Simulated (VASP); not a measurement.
A run of VASP 6.6.1 is set up as follows.

File INCAR:

```
SYSTEM = PtI2Cl6
ALGO = Normal
EDIFF = 1E-6
ENCUT = 520
GGA = PE
ISIF = 2
ISMEAR = -1
LASPH = .TRUE.
LCHARG = .TRUE.
LELF = .TRUE.
LREAL = .FALSE.
LVHAR = .TRUE.
LWAVE = .FALSE.
NBANDS = 43
NELM = 100
PREC = Accurate
SIGMA = 0.1
```

Contents of KPOINTS:

```
k-points
0
G
  3 3 3
  0 0 0
```

POSCAR

```
PtI2Cl6
1.0
    0.0000000000      5.0877250000      5.0877250000
    5.0877250000      0.0000000000      5.0877250000
    5.0877250000      5.0877250000      0.0000000000
Pt I Cl
1 2 6
Direct
    0.0000000000      0.0000000000      0.0000000000
    0.2500000000      0.2500000000      0.2500000000
    0.7500000000      0.7500000000      0.7500000000
    0.7700000000      0.2300000000      0.2300000000
    0.2300000000      0.7700000000      0.2300000000
    0.2300000000      0.7700000000      0.7700000000
    0.7700000000      0.2300000000      0.7700000000
    0.2300000000      0.2300000000      0.7700000000
    0.7700000000      0.7700000000      0.2300000000
```

Potentials or basis: VASP PAW PBE potentials, release 64 (Pt, I, Cl).

The run is started by

```bash
$ cat potpaw_PBE.64/Pt/POTCAR potpaw_PBE.64/I/POTCAR potpaw_PBE.64/Cl/POTCAR > POTCAR
$ mpirun -np 1 vasp_std > vasp.out
```

**Question.** Estimate the pressure.

**Answer.** -1.1 GPa.

**Question.** Predict the band gap on the k mesh.

**Answer.** None (metal or under the smearing width).

**Question.** Predict the largest force.

**Answer.** 0.196 eV/Å.

Forces on the atoms (eV/Å):
```
Pt   0.000  0.000  0.000
I    0.000  0.000  0.000
I    0.000  0.000  0.000
Cl  -0.196  0.000  0.000
Cl   0.000 -0.196  0.000
Cl   0.196  0.000  0.000
Cl   0.000  0.196  0.000
Cl   0.000  0.000 -0.196
Cl   0.000  0.000  0.196
```

Spin-orbit coupling is left out, which matters for the levels of I, Pt.
